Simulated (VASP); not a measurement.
Input of a VASP 6.6.1 run:

File INCAR:

```
PREC = Normal
ENCUT = 520
EDIFF = 1E-5
ISMEAR = 0
SIGMA = 0.15
LREAL = Auto
LASPH = T
NELM = 80
ALGO = Fast
ISIF = 2
LWAVE = F
LCHARG = F
GGA = PE
NBANDS = 55
KPAR = 4
```

The input KPOINTS:

```
regular mesh
0
Gamma
  4 4 4
```

The input POSCAR:

```
CaZr2N2
1.0
   -1.7325300000      2.2694400000      5.2455900000
    3.4650600000     -4.5388800000     10.4911800000
    1.7325300000      2.2694400000     -5.2455900000
Ca Zr N
2 4 4
Direct
    0.0000000000      0.0000000000      0.0000000000
    0.0000000000      0.5000000000      0.0000000000
    0.6890670000      0.3445335000      0.0000000000
    0.6890670000      0.8445335000      0.0000000000
    0.3109330000      0.1554665000      0.0000000000
    0.3109330000      0.6554665000      0.0000000000
    0.8185290000      0.1592645000      0.5000000000
    0.8185290000      0.6592645000      0.5000000000
    0.1814710000      0.3407355000      0.5000000000
    0.1814710000      0.8407355000      0.5000000000
```

Potentials or basis: VASP PAW PBE potentials, release 64 (Ca_sv, Zr_sv, N).

The run is started by

```console
$ cat potpaw_PBE.64/Ca_sv/POTCAR potpaw_PBE.64/Zr_sv/POTCAR potpaw_PBE.64/N/POTCAR > POTCAR
$ mpirun -np 4 vasp_std > vasp.out
```

Problem. Estimate the largest force.

Solution. 0.110 eV/Å.

Problem. Predict the pressure.

Solution. 0.1 GPa.

Problem. Predict the band gap on the k mesh.

Solution. None (metal or under the smearing width).

Forces on the atoms (eV/Å):
```
Ca   0.000  0.000  0.000
Ca   0.000  0.000  0.000
Zr   0.009  0.000 -0.061
Zr   0.009  0.000 -0.061
Zr  -0.009  0.000  0.061
Zr  -0.009  0.000  0.061
N   -0.007  0.000  0.110
N   -0.007  0.000  0.110
N    0.007  0.000 -0.110
N    0.007  0.000 -0.110
```

Caveat: the k mesh is coarse (spacing up to 0.57 Å⁻¹), so the values aren't converged.
